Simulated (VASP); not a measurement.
An input for Quantum ESPRESSO's pw.x (written as the equivalent of a VASP run, and not itself run):

```
&CONTROL
  calculation = 'scf'
  pseudo_dir = './pseudo'
  outdir = './out'
  tprnfor = .true.
  tstress = .true.
/
&SYSTEM
  ibrav = 0
  nat = 8
  ntyp = 2
  ecutwfc = 98
  occupations = 'smearing'
  smearing = 'methfessel-paxton'
  degauss = 0.009996
  input_dft = 'pz'
  nspin = 2
  starting_magnetization(1) = 0.2
/
&ELECTRONS
  conv_thr = 7.3e-08
  electron_maxstep = 100
/
ATOMIC_SPECIES
  Ni 58.693 Ni.upf
  Sb 121.760 Sb.upf
CELL_PARAMETERS angstrom
     3.6750530    0.0000000    0.0000000
    -1.8375260    3.1826890    0.0000000
     0.0000000    0.0000000   24.6316000
ATOMIC_POSITIONS crystal
  Ni   0.3333330  0.6666670  0.2841880
  Ni   0.6666670  0.3333330  0.5308300
  Ni   0.6666670  0.3333330  0.6541520
  Ni   0.3333330  0.6666670  0.4075090
  Sb   0.0000000  0.0000000  0.7158120
  Sb   0.0000000  0.0000000  0.4691700
  Sb   0.3333330  0.6666670  0.5924910
  Sb   0.6666670  0.3333330  0.3458480
K_POINTS automatic
  5 5 1 0 0 0
```

### Question
Translate this input to VASP (INCAR, KPOINTS, POSCAR, choice of POTCAR).

### Answer
Several could match; the one computed here: 
### POSCAR
```
NiSb
1
    3.6750530000     0.0000000000     0.0000000000
   -1.8375260000     3.1826890000     0.0000000000
    0.0000000000     0.0000000000    24.6316000000
Ni Sb
4 4
Direct
  0.3333330000   0.6666670000   0.2841880000
  0.6666670000   0.3333330000   0.5308300000
  0.6666670000   0.3333330000   0.6541520000
  0.3333330000   0.6666670000   0.4075090000
  0.0000000000   0.0000000000   0.7158120000
  0.0000000000   0.0000000000   0.4691700000
  0.3333330000   0.6666670000   0.5924910000
  0.6666670000   0.3333330000   0.3458480000
```

KPOINTS:
```
Automatic mesh
0
Gamma
5 5 1
0 0 0
```

**INCAR**
```
! general
SYSTEM  = NiSb
PREC    = Accurate
ENCUT   = 300
LREAL   = .FALSE.
LASPH   = .TRUE.

! electronic loop
EDIFF   = 1E-6
NELM    = 100
ALGO    = Normal
LMAXMIX = 4

! smearing
ISMEAR  = 1
SIGMA   = 0.136

! spin
ISPIN   = 2
MAGMOM  = 2.0 2.0 2.0 2.0 0.0 0.0 0.0 0.0

! ions
ISIF    = 2

! output
LWAVE   = .FALSE.
LCHARG  = .FALSE.
LORBIT  = 11
```

POTCAR, in this order: Ni Sb (LDA.64 set). Program: vasp_std.

The two are equivalent in intent, not identical: the potentials are each code's own (VASP's PAW set, PseudoDojo norm-conserving files in pw.x), so ENCUT and ecutwfc are chosen apart and not converted; conv_thr bounds pw.x's estimated SCF error, while EDIFF bounds the energy change between steps; starting_magnetization is a fraction of the valence charge and MAGMOM a moment in μB, so they match only roughly.

The cell is a sheet with vacuum, built from a generated structure.
